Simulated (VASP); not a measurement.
Shape and ions are relaxed at each volume.

Energy against volume of TiAl (L1_0). The numbers are results of PBE GGA, VASP's PBE PAW potentials (set 64) (plane waves; VASP 6.6.1), not measurements.

```csv
V (Å³/atom),E (eV/atom)
15.252,-6.17153
15.738,-6.18916
16.225,-6.19475
16.712,-6.18994
17.199,-6.17615
```

Task: Fit a third-order Birch-Murnaghan equation of state.

Result: 
```
Quantity                                          Value
---------------------------------------  --------------
volume per atom                          16.23 Å^3/atom
bulk modulus                                    114 GPa
pressure derivative of the bulk modulus            3.91
```

The compound is TiAl in the L1_0 structure. It was relaxed first.
